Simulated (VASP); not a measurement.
Here is the system:

```
Li2S
1.0
    0.00000     2.91720     2.91720
    2.91720     0.00000     2.91720
    2.91720     2.91720     0.00000
Li S
2 1
Direct
  0.25000   0.25000   0.25000
  0.75000   0.75000   0.75000
  0.00000   0.00000   0.00000
```

The numbers are results of PBE GGA, VASP's PBE PAW potentials (set 64) (plane waves; VASP), not measurements. Numerical set-up: 520 eV cut-off, 6×6×6 Γ-centred mesh, Gaussian smearing of 0.020 eV, potentials Li_sv S.

Question: Give the stress tensor in GPa (positive for a compressed cell).

Answer: 
```
-2.46   0.00   0.00
 0.00  -2.46   0.00
 0.00   0.00  -2.46
```
The pressure is its mean diagonal, -2.46 GPa.

The compound is Li2S in the antifluorite structure. The cell was not relaxed at this level. The run is one of a series of settings (SIGMA = 0.02 against the base run), some of them coarse on purpose.
